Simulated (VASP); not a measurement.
**Lattice of Sn, functional by functional**

How much does the relaxed cell of Sn depend on the functional? The starting structure is a measured crystal structure from the Crystallography Open Database.

Method: Kohn-Sham DFT with plane waves and PAW; PBEsol, r2SCAN, PBE and LDA, in VASP 6.6.1.

### Step 1. Set-up

The structure is tetragonal, space group I4_1/amd (No. 141). The conventional cell has a = 5.832 Å, b = 5.832 Å, c = 3.182 Å, α = 90.00°, β = 90.00°, γ = 90.00°. Nearest to Sn lie 6 Sn at 3.02 to 3.18 Å.

Coordinates:

```cif
data_structure
_symmetry_space_group_name_H-M 'I4_1/amd:1'
_symmetry_Int_Tables_number 141
_cell_length_a 5.8323
_cell_length_b 5.8323
_cell_length_c 3.1823
_cell_angle_alpha 90.000
_cell_angle_beta 90.000
_cell_angle_gamma 90.000
_cell_volume 108.25
loop_
_atom_site_label
_atom_site_type_symbol
_atom_site_symmetry_multiplicity
_atom_site_Wyckoff_symbol
_atom_site_fract_x
_atom_site_fract_y
_atom_site_fract_z
_atom_site_occupancy
Sn1 Sn 4 a 0.00000 0.50000 0.25000 1
```

### Step 2. Relaxation with PBEsol

PBEsol restores the gradient expansion of exchange and is tuned for the cells of solids. This run starts from the cell of an earlier relaxation, which isn't shown; the restart sets up the plane waves anew.

Input file INCAR:

```
SYSTEM = Sn
PREC = Accurate
ENCUT = 520
EDIFF = 1E-07
NELM = 100
ISMEAR = 1
SIGMA = 0.15
LREAL = .FALSE.
ALGO = Normal
GGA = PS
NBANDS = 20
LORBIT = 11
LWAVE = .FALSE.
LCHARG = .FALSE.
KPAR = 4
IBRION = 2
NSW = 50
ISIF = 3
EDIFFG = -0.005
LASPH = .TRUE.
```

Input file POSCAR:

```
Sn
1.0
   -2.9123067133      2.9123067133      1.5822800635
    2.9123067133     -2.9123067133      1.5822800635
    2.9123067133      2.9123067133     -1.5822800635
Sn
2
Direct
    0.7500000000      0.2500000000      0.5000000000
    0.0000000000      0.0000000000      0.0000000000
```

Input file KPOINTS:

```
Automatic mesh
0
Gamma
18 18 18
0 0 0
```

PAW data sets: Sn_d (PBE family, release 64).

Command:

```bash
$ mpirun -np 4 vasp_std
```

The program printed:

```text
[banner, memory and clock lines left out]
running    4 mpi-ranks, on    1 nodes
 distrk:  each k-point on    1 cores,    4 groups
 distr:  one band on    1 cores,    1 groups

 POSCAR found type information on POSCAR Sn
 POSCAR found :  1 types and       2 ions
|                                                                             |
|               ----> ADVICE to this user running VASP <----                  |
|                                                                             |
|     You enforced a specific xc type in the INCAR file but a different       |
|     [... a line on the potential file left out ...]
|     I HOPE YOU KNOW WHAT YOU ARE DOING!                                     |
|                                                                             |

 LDA part: xc-table for (Slater+PW92), standard interpolation
 POSCAR, INCAR and KPOINTS ok, starting setup
 FFT: planning ... GRIDC
 FFT: planning ... GRID_SOFT
 FFT: planning ... GRID
 WAVECAR not read
 entering main loop
       N       E                     dE             d eps       ncg     rms          rms(c)
DAV:   1     0.215755987171E+03    0.21576E+03   -0.14635E+04 19348   0.219E+03
DAV:   2     0.128133134677E+02   -0.20294E+03   -0.19939E+03 19288   0.454E+02
DAV:   3    -0.789244124297E+01   -0.20706E+02   -0.20526E+02 21768   0.137E+02
DAV:   4    -0.853680410573E+01   -0.64436E+00   -0.64358E+00 21884   0.266E+01
DAV:   5    -0.856324944657E+01   -0.26445E-01   -0.26444E-01 26632   0.507E+00    0.248E+00
DAV:   6    -0.852945307575E+01    0.33796E-01   -0.52216E-02 26224   0.340E+00    0.133E+00
DAV:   7    -0.851914268318E+01    0.10310E-01   -0.25880E-02 26224   0.238E+00    0.194E-01
DAV:   8    -0.851857793839E+01    0.56474E-03   -0.22346E-03 24204   0.676E-01    0.319E-02
DAV:   9    -0.851858348873E+01   -0.55503E-05   -0.64393E-05 25980   0.751E-02    0.137E-02
DAV:  10    -0.851858275236E+01    0.73638E-06   -0.52187E-06 25068   0.285E-02    0.129E-03
DAV:  11    -0.851858289831E+01   -0.14596E-06   -0.41707E-07 22088   0.838E-03    0.111E-03
DAV:  12    -0.851858273979E+01    0.15853E-06   -0.22784E-08 12896   0.176E-03    0.133E-04
DAV:  13    -0.851858273889E+01    0.90176E-09   -0.56594E-09 12368   0.922E-04
   1 F= -.85185827E+01 E0= -.85184654E+01  d E =-.851858E+01
 curvature:   0.00 expect dE= 0.000E+00 dE for cont linesearch  0.000E+00
 trial: gam= 0.00000 g(F)=  0.810E-49 g(S)=  0.537E-07 ort = 0.000E+00 (trialstep = 0.100E+01)
 search vector abs. value=  0.538E-07
 reached required accuracy - stopping structural energy minimisation
```

The job ended after 49 s (4 MPI ranks of Intel Xeon 6975P-C (Granite Rapids), shared host; peak memory 2 GiB).

The logs omit lines about the potential files and the build; timing stands in the text.

OUTCAR, selected parts (step 2):

```text
ion  position               nearest neighbor table
   1  0.750  0.250  0.500-   2 3.02   2 3.02   2 3.02   2 3.02   2 3.76   2 3.76   2 3.76   2 3.76

  LATTYP: Found a body centered tetragonal cell.
 ALAT       =     5.8246134266
 C/A-ratio  =     0.5433081812

 Subroutine GETGRP returns: Found 16 space group operations
 (whereof  8 operations were pure point group operations)

The static configuration has the point symmetry D_2d.
 The point group associated with its full space group is D_4h.

 Found    480 irreducible k-points:

   k-points           NKPTS =    480   k-points in BZ     NKDIM =    480   number of bands    NBANDS=     20

   dimension x,y,z NGX =    36 NGY =   36 NGZ =   36
   dimension x,y,z NGXF=    72 NGYF=   72 NGZF=   72

   ENCUT  =  520.0 eV  38.22 Ry    6.18 a.u.   8.20  8.20  8.20*2*pi/ulx,y,z

   NELECT =      28.0000    total number of electrons

 k-points in reciprocal lattice and weights: Automatic mesh
   0.00000000  0.00000000  0.00000000       0.000
   0.05555556 -0.00000000  0.00000000       0.001
   0.11111111 -0.00000000  0.00000000       0.001
   0.16666667  0.00000000  0.00000000       0.001
   0.22222222  0.00000000  0.00000000       0.001
   0.27777778  0.00000000  0.00000000       0.001
   0.33333333  0.00000000  0.00000000       0.001
   0.38888889 -0.00000000  0.00000000       0.001
   0.44444444  0.00000000  0.00000000       0.001
[...]
-0.44444444 -0.44444444  0.44444444       0.000
   0.50000000  0.50000000  0.50000000       0.000

 average (electrostatic) potential at core
       1 -98.7781       2 -98.7781

 E-fermi :   7.9388

 k-point     1 :       0.0000    0.0000    0.0000
  band No.  band energies     occupation
    ...
     10     -13.1013      2.00000
     11      -3.2826      2.00000
     12       4.2989      2.00000
     13       5.9301      2.00000
     14       5.9301      2.00000
     15      10.8750     -0.00000
     16      14.1962      0.00000
     17      14.1962      0.00000
     18      14.9022      0.00000
     19      15.0005      0.00000
    ...

 k-point     2 :       0.0556   -0.0000    0.0000
  band No.  band energies     occupation
    ...
     10     -13.1035      2.00000
     11      -3.2206      2.00000
     12       4.1935      2.00000
     13       5.9347      2.00000
     14       6.1538      2.00000
     15      10.9805      0.00000
     16      13.8800      0.00000
     17      14.2001      0.00000
     18      14.3903      0.00000
     19      14.4293      0.00000
    ...

 k-point     3 :       0.1111   -0.0000    0.0000
  band No.  band energies     occupation
    ...
     10     -13.1097      2.00000
     11      -3.0345      2.00000
     12       3.9930      2.00000
     13       5.9538      2.00000
     14       6.7054      2.00000
     15      11.2887      0.00000
     16      12.7592      0.00000
     17      13.1832      0.00000
     18      13.7101      0.00000
     19      14.1483      0.00000
    ...

  Total       -0.0002265     -0.0002265     -0.0014576      0.0000000      0.0000000      0.0000000
  in kB       -0.0067592     -0.0067592     -0.0435054      0.0000000      0.0000000      0.0000000
  external PRESSURE =      -0.0190079 kB  Pullay stress =       0.0000000 kB

  energy-cutoff  :      520.00
  volume of cell :       53.68
      direct lattice vectors                 reciprocal lattice vectors
    -2.912306713  2.912306713  1.582280064     0.000000000  0.171685214  0.315999684
     2.912306713 -2.912306713  1.582280064     0.171685214  0.000000000  0.315999684
     2.912306713  2.912306713 -1.582280064     0.171685214  0.171685214  0.000000000

 POSITION                                       TOTAL-FORCE (eV/Angst)
 -----------------------------------------------------------------------------------
     -0.00000      2.91231      0.79114         0.000000     -0.000000      0.000000
      0.00000      0.00000      0.00000        -0.000000      0.000000     -0.000000
 -----------------------------------------------------------------------------------
    total drift:                               -0.000000      0.000000     -0.000000

  FREE ENERGIE OF THE ION-ELECTRON SYSTEM (eV)
  ---------------------------------------------------
  free  energy   TOTEN  =        -8.5185827389 eV

  energy  without entropy=       -8.5182307632  energy(sigma->0) =       -8.51846541

 reached required accuracy - stopping structural energy minimisation

 total charge
# of ion       s       p       d       tot
------------------------------------------
    1        1.230   1.022   9.979  12.231
    2        1.230   1.022   9.979  12.231
--------------------------------------------------
tot          2.460   2.044  19.958  24.462

[... 3 further parts left out ...]
```

The PAW data sets were made with PBE, which is usual practice but a small mismatch for other functionals. The run keeps the 16 symmetry operations of its start, so it cannot find a distortion of lower symmetry.

With PBEsol the relaxed cell holds 26.840 Å³ an atom, -0.82 % against the measured cell, with a = 5.825 Å and c = 3.165 Å.

### Step 3. Relaxation with r2SCAN

r2SCAN adds the kinetic-energy density, costs more than a GGA and is run with LASPH. This run starts from the cell of an earlier relaxation, which isn't shown; the restart sets up the plane waves anew.

Changes to INCAR since step 2:

```diff
@@ -9,3 +9,4 @@
 ALGO = Normal
-GGA = PS
+METAGGA = R2SCAN
+LASPH = .TRUE.
 NBANDS = 20
@@ -19,2 +20 @@
 EDIFFG = -0.005
-LASPH = .TRUE.
```

Input file POSCAR:

```
Sn
1.0
   -2.9342951876      2.9342951876      1.6011930513
    2.9342951876     -2.9342951876      1.6011930513
    2.9342951876      2.9342951876     -1.6011930513
Sn
2
Direct
    0.7500000000      0.2500000000      0.5000000000
    0.0000000000      0.0000000000      0.0000000000
```

KPOINTS is that of step 2.

Command:

```bash
$ mpirun -np 4 vasp_std
```

The program printed:

```text
[banner, memory and clock lines left out]
running    4 mpi-ranks, on    1 nodes
[...]
[... a notice as in an earlier step ...]

 LDA part: xc-table for (None), standard interpolation
 POSCAR, INCAR and KPOINTS ok, starting setup
[...]
entering main loop
       N       E                     dE             d eps       ncg     rms          rms(c)
DAV:   1     0.177068042650E+03    0.17707E+03   -0.15022E+04 19324   0.223E+03
DAV:   2    -0.309576636737E+02   -0.20803E+03   -0.20444E+03 19300   0.466E+02
DAV:   3    -0.526869304930E+02   -0.21729E+02   -0.21541E+02 21848   0.142E+02
DAV:   4    -0.533861540270E+02   -0.69922E+00   -0.69844E+00 21856   0.280E+01
[...]
DAV:  12    -0.492432582537E+02   -0.14960E-05   -0.29168E-06 27816   0.199E-02    0.422E-03
DAV:  13    -0.492432559967E+02    0.22571E-05   -0.22774E-06 25972   0.241E-02    0.446E-04
DAV:  14    -0.492432560401E+02   -0.43405E-07   -0.33465E-08 12768   0.175E-03
   1 F= -.49243256E+02 E0= -.49243178E+02  d E =-.492433E+02
[...]
reached required accuracy - stopping structural energy minimisation
```

The job ended after 4.5 min (4 MPI ranks; peak memory 2.1 GiB).

From OUTCAR (step 3):

```text
  Total       -0.0032612     -0.0032612      0.0025178      0.0000000      0.0000000      0.0000000
  in kB       -0.0947501     -0.0947501      0.0731503      0.0000000      0.0000000      0.0000000
  external PRESSURE =      -0.0387833 kB  Pullay stress =       0.0000000 kB

 POSITION                                       TOTAL-FORCE (eV/Angst)
 -----------------------------------------------------------------------------------
      0.00000      2.93430      0.80060        -0.000000      0.000000     -0.000000
      0.00000      0.00000      0.00000         0.000000     -0.000000      0.000000
 -----------------------------------------------------------------------------------
    total drift:                               -0.000000      0.000000     -0.000000

  FREE ENERGIE OF THE ION-ELECTRON SYSTEM (eV)
  ---------------------------------------------------
  free  energy   TOTEN  =       -49.2432560401 eV

  energy  without entropy=      -49.2430211421  energy(sigma->0) =      -49.24317774

[... 2 parts as in an earlier step ...]

[... 2 further parts left out ...]
[key lines of the parts left out:]
E-fermi :   7.7049
```

With r2SCAN the relaxed cell holds 27.573 Å³ an atom, +1.89 % against the measured cell, with a = 5.869 Å and c = 3.202 Å. That is +2.73 % from PBEsol.

### Step 4. Relaxation with PBE

PBE, the usual starting point, adds the gradient of the density. This run starts from the cell of an earlier relaxation, which isn't shown; the restart sets up the plane waves anew.

Changes to INCAR since step 3:

```diff
@@ -9,4 +9,3 @@
 ALGO = Normal
-METAGGA = R2SCAN
-LASPH = .TRUE.
+GGA = PE
 NBANDS = 20
@@ -20 +19,2 @@
 EDIFFG = -0.005
+LASPH = .TRUE.
```

Input file POSCAR:

```
Sn
1.0
   -2.9642891037      2.9642891037      1.6142173391
    2.9642891037     -2.9642891037      1.6142173391
    2.9642891037      2.9642891037     -1.6142173391
Sn
2
Direct
    0.7500000000      0.2500000000      0.5000000000
    0.0000000000      0.0000000000      0.0000000000
```

KPOINTS is that of step 3.

Command:

```bash
$ mpirun -np 4 vasp_std
```

The program printed:

```text
[banner, memory and clock lines left out]
running    4 mpi-ranks, on    1 nodes
[...]
LDA part: xc-table for (Slater+PW92), standard interpolation
 POSCAR, INCAR and KPOINTS ok, starting setup
[...]
entering main loop
       N       E                     dE             d eps       ncg     rms          rms(c)
DAV:   1     0.216513414239E+03    0.21651E+03   -0.14660E+04 19312   0.215E+03
DAV:   2     0.138447444044E+02   -0.20267E+03   -0.19917E+03 19300   0.452E+02
DAV:   3    -0.694636456910E+01   -0.20791E+02   -0.20607E+02 21916   0.137E+02
DAV:   4    -0.759896147680E+01   -0.65260E+00   -0.65190E+00 21660   0.268E+01
[...]
DAV:  11    -0.760936521878E+01   -0.16395E-06   -0.41937E-07 21788   0.843E-03    0.108E-03
DAV:  12    -0.760936489731E+01    0.32147E-06   -0.42853E-08 13260   0.242E-03    0.293E-04
DAV:  13    -0.760936492783E+01   -0.30521E-07   -0.79949E-09 12184   0.116E-03
   1 F= -.76093649E+01 E0= -.76091872E+01  d E =-.760936E+01
[...]
reached required accuracy - stopping structural energy minimisation
```

Wall time 58 s (4 MPI ranks); peak memory 2.1 GiB; 3.8 min of CPU time.

Parts of OUTCAR (step 4):

```text
  Total        0.0033654      0.0033654     -0.0094319      0.0000000      0.0000000      0.0000000
  in kB        0.0950345      0.0950345     -0.2663473      0.0000000      0.0000000      0.0000000
  external PRESSURE =      -0.0254261 kB  Pullay stress =       0.0000000 kB

 POSITION                                       TOTAL-FORCE (eV/Angst)
 -----------------------------------------------------------------------------------
      0.00000      2.96429      0.80711        -0.000000      0.000000      0.000000
      0.00000      0.00000      0.00000         0.000000     -0.000000     -0.000000
 -----------------------------------------------------------------------------------
    total drift:                               -0.000000      0.000000     -0.000000

  FREE ENERGIE OF THE ION-ELECTRON SYSTEM (eV)
  ---------------------------------------------------
  free  energy   TOTEN  =        -7.6093649278 eV

  energy  without entropy=       -7.6088316406  energy(sigma->0) =       -7.60918717

[... 2 parts as in an earlier step ...]

[... 2 further parts left out ...]
[key lines of the parts left out:]
E-fermi :   7.4323
```

With PBE the relaxed cell holds 28.368 Å³ an atom, +4.83 % against the measured cell, with a = 5.929 Å and c = 3.228 Å. That is +5.69 % from PBEsol.

### Step 5. Relaxation with LDA

LDA, the lowest rung, knows the local density alone. This run starts from the cell of an earlier relaxation, which isn't shown; the restart sets up the plane waves anew.

Changes to INCAR since step 4:

```diff
@@ -9,3 +9,3 @@
 ALGO = Normal
-GGA = PE
+GGA = CA
 NBANDS = 20
```

Input file POSCAR:

```
Sn
1.0
   -2.8879553956      2.8879553956      1.5687186777
    2.8879553956     -2.8879553956      1.5687186777
    2.8879553956      2.8879553956     -1.5687186777
Sn
2
Direct
    0.7500000000      0.2500000000      0.5000000000
    0.0000000000      0.0000000000      0.0000000000
```

KPOINTS is that of step 4.

PAW data sets: Sn_d (LDA family, release 64).

Command:

```bash
$ mpirun -np 4 vasp_std
```

The program printed:

```text
[banner, memory and clock lines left out]
running    4 mpi-ranks, on    1 nodes
[...]
LDA part: xc-table for (Slater(with rela. corr.)+CA(PZ))
 , standard interpolation
 POSCAR, INCAR and KPOINTS ok, starting setup
[...]
entering main loop
       N       E                     dE             d eps       ncg     rms          rms(c)
DAV:   1     0.216616220094E+03    0.21662E+03   -0.14568E+04 19376   0.222E+03
DAV:   2     0.127371482362E+02   -0.20388E+03   -0.20030E+03 19316   0.455E+02
DAV:   3    -0.833221544116E+01   -0.21069E+02   -0.20894E+02 21728   0.138E+02
DAV:   4    -0.899452788262E+01   -0.66231E+00   -0.66169E+00 21840   0.270E+01
[...]
DAV:   9    -0.897773394277E+01   -0.48552E-05   -0.51896E-05 26096   0.659E-02    0.143E-02
DAV:  10    -0.897773418944E+01   -0.24667E-06   -0.46986E-06 25308   0.258E-02    0.141E-03
DAV:  11    -0.897773419206E+01   -0.26216E-08   -0.40992E-07 21952   0.805E-03
   1 F= -.89777342E+01 E0= -.89776233E+01  d E =-.897773E+01
[...]
reached required accuracy - stopping structural energy minimisation
```

Run time: 46 s. Hardware: 4 MPI ranks; peak memory 1.9 GiB; 3 min of CPU time.

From OUTCAR (step 5):

```text
  Total       -0.0076483     -0.0076483     -0.0059468      0.0000000      0.0000000      0.0000000
  in kB       -0.2341464     -0.2341464     -0.1820579      0.0000000      0.0000000      0.0000000
  external PRESSURE =      -0.2167835 kB  Pullay stress =       0.0000000 kB

 POSITION                                       TOTAL-FORCE (eV/Angst)
 -----------------------------------------------------------------------------------
      0.00000      2.88796      0.78436         0.000000      0.000000     -0.000000
      0.00000      0.00000      0.00000        -0.000000     -0.000000      0.000000
 -----------------------------------------------------------------------------------
    total drift:                               -0.000000      0.000000     -0.000000

  FREE ENERGIE OF THE ION-ELECTRON SYSTEM (eV)
  ---------------------------------------------------
  free  energy   TOTEN  =        -8.9777341921 eV

  energy  without entropy=       -8.9774016127  energy(sigma->0) =       -8.97762333

[... 2 parts as in an earlier step ...]

[... 2 further parts left out ...]
[key lines of the parts left out:]
E-fermi :   8.1480
```

With LDA the relaxed cell holds 26.167 Å³ an atom, -3.31 % against the measured cell, with a = 5.776 Å and c = 3.137 Å. That is -2.51 % from PBEsol.

### Step 6. Comparison

| level | volume (Å³/atom) | against the measured cell (%) | a (Å) | c (Å) | pressure left (GPa) | core minutes |
| --- | --- | --- | --- | --- | --- | --- |
| PBEsol | 26.84 | -0.82 | 5.8246 | 3.1646 | 0.0 | 13.7 |
| r2SCAN | 27.573 | 1.89 | 5.8686 | 3.2024 | 0.0 | 75.4 |
| PBE | 28.368 | 4.83 | 5.9286 | 3.2284 | 0.0 | 18.4 |
| LDA | 26.167 | -3.31 | 5.7759 | 3.1374 | -0.02 | 33.9 |

Core minutes are wall time times ranks, summed over the relaxations behind a row (those for a bulk modulus apart), on shared hosts.

### Step 7. Outcome

```
volume, PBEsol : 26.84 Å³/atom
volume, r2SCAN : 27.57 Å³/atom
volume, PBE    : 28.37 Å³/atom
volume, LDA    : 26.17 Å³/atom
```

Across 4 levels the volume of Sn spans 8.4 %, from 26.17 Å³ an atom (LDA) to 28.37 Å³ (PBE). Against the measured volume of the starting structure, PBEsol comes nearest (-0.8 %) and PBE lies farthest (+4.8 %). The measured cell holds zero-point expansion and, unless it was taken cold, thermal expansion, which the runs lack, so small differences decide nothing. All runs keep the symmetry of the start, so they can't find a distortion of lower symmetry.

[Lines on the potential files, build, host, timing and source positions are cut from VASP's logs without a mark.]

[Logs are printed without paths, hosts, clocks, repeated set-up lines and the standing remarks that a program may print on its own settings, such as how far it seeks lower states.]

[Hosts, paths, dates, database ids (printed as entryN), source tags and the programs' standing remarks are cut or masked in the printed files.]
